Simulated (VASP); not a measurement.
VASP ran on this input.

### INCAR
```
! general
SYSTEM   =  MgTe
PREC     =  Accurate
ENCUT    =  500
LREAL    =  .FALSE.
LASPH    =  .TRUE.

! electronic loop
EDIFF    =  1E-6
NELM     =  100
ALGO     =  Normal
LMAXMIX  =  4

! smearing
ISMEAR   =  0
SIGMA    =  0.05

! functional
GGA      =  PE

! ions
IBRION   =  2
NSW      =  40
ISIF     =  3
EDIFFG   =  -0.02
PSTRESS  =  100

! output
LWAVE    =  .FALSE.
LCHARG   =  .FALSE.
```

File POSCAR:
```
MgTe
1
    2.1594858121    -3.7403395683     0.0000000000
    2.1594858121     3.7403395683     0.0000000000
    0.0000000000     0.0000000000     7.0253839634
Mg Te
2 2
Direct
  0.6666670000   0.3333330000   0.4997386357
  0.3333330000   0.6666670000   0.9997386357
  0.6666670000   0.3333330000   0.8762613643
  0.3333330000   0.6666670000   0.3762613643
```

**KPOINTS**
```
Automatic mesh
0
Gamma
6 6 3
0 0 0
```

POTCAR, in this order: Mg Te (PBE.64 set). Program: vasp_std.

Question: Translate this PBE calculation to Ansatz.

Answer: One equivalent input (not run):
Ansatz 0.2 input:
```yaml
crystal:
  lattice:
    - [2.1594858, -3.7403396, 0.0000000]
    - [2.1594858, 3.7403396, 0.0000000]
    - [0.0000000, 0.0000000, 7.0253840]
  atoms:
    - { symbol: Mg, position: [0.6666670, 0.3333330, 0.4997386] }
    - { symbol: Mg, position: [0.3333330, 0.6666670, 0.9997386] }
    - { symbol: Te, position: [0.6666670, 0.3333330, 0.8762614] }
    - { symbol: Te, position: [0.3333330, 0.6666670, 0.3762614] }
kpoints:
  mp_grid: { grid: [6, 6, 3] }
hamiltonian:
  xc: pbe
  pseudopotentials: { kind: paw }
scf:
  occupations: { method: gaussian, width: 0.05 }
  max_iter: 100
relax:
  max_steps: 40
  f_tol: 0.02
  cell: { p_target: 10 }
output: { forces: true, stress: true, eigenvalues: true }
```
What does not carry over: each code has its own PAW files, so the cut-off isn't converted (ENCUT is set for VASP's; basis.ecutwfc is left out, and Ansatz then takes the one that its files recommend); Ansatz stops its SCF on the density residual and VASP on the energy change (EDIFF).

The compound is MgTe in the wurtzite structure. It was relaxed first under an external pressure of 10 GPa.
